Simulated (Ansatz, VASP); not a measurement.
One calculation of TePt2Se, two programs

```
Te Pt Se
1.0
     3.99930    0.00000    0.00000
    -1.99965    3.46350    0.00000
     0.00000    0.00000    5.29803
Te Pt Se
1 2 1
Direct
  0.33333 0.66667 0.50000
  0.66667 0.33333 0.75000
  0.66667 0.33333 0.25000
  0.00000 0.00000 0.00000
```

The cell comes from a database or a generator and needn't be the stable form of this composition.

Alike in both runs: task relaxation of cell and atoms; functional PBE; k mesh 6 × 6 × 4; occupations gaussian, width 0.1 eV; no spin polarisation.

|  | VASP | Ansatz |
| --- | --- | --- |
| version | VASP 6.6.1 | Ansatz 0.2.0 |
| potentials or method | VASP PAW PBE potentials, release 64 (Te, Pt, Se) | scalar-relativistic, plane waves, PAW |
| plane-wave cutoff (eV) | 600 | 420 |
| valence electrons in the cell | 32 | 68 |

Ansatz gave:

* gap on the k mesh at the Fermi level, each at its own relaxed structure (eV): none
* relaxed volume (Å³/atom): 20.74
* relaxed cell length with the largest relative difference (Å): 5.582
* energy change over the relaxation (meV/atom): -150

Task: Estimate VASP's values.

Result: gap on the k mesh at the Fermi level, each at its own relaxed structure (eV): none; relaxed volume (Å³/atom): 20.69; relaxed cell length with the largest relative difference (Å): 5.568; energy change over the relaxation (meV/atom): -146.

A gap of «none» marks a metal or a gap that the smearing closes. The two sets of potentials don't hold the same shells in valence.

 Spin-orbit coupling is left out, which matters for the levels of Pt, Te.
